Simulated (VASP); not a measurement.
Input:

```
CELL_PARAMETERS angstrom
      3.89490    -2.07949    -0.02636
      3.89490     2.07949    -0.02636
      2.71531     0.00000     3.39278
ATOMIC_POSITIONS crystal
  Sb 0.23770 0.23770 0.24504
  Sb 0.76230 0.76230 0.75496
```

Level of theory: PBEsol GGA, VASP's PBE PAW potentials (set 64) (plane waves; VASP 6.6.1). Numerical set-up: 480 eV cut-off, 8×8×8 Γ-centred mesh, Gaussian smearing of 0.050 eV, potentials Sb.

Unless said otherwise, spin-orbit coupling is left out, though it shifts the bands of the heavy elements here.

Question: Estimate the energy per atom (σ→0), pressure, band gap (on the k-mesh) with the smallest direct gap where there is one.

Answer: 
```json
{
 "band gap (on the k-mesh)": "none (metal, semimetal or under 0.01 eV)",
 "energy per atom (σ→0)": "-436.5 kJ/mol of atoms",
 "pressure": "4.35 GPa"
}
```

Only differences to runs with the same potentials and settings are physical.

The compound is Sb in the a7 structure. This cell was strained or had an atom moved on purpose. Symmetry was kept, so distortions that lower it aren't found.
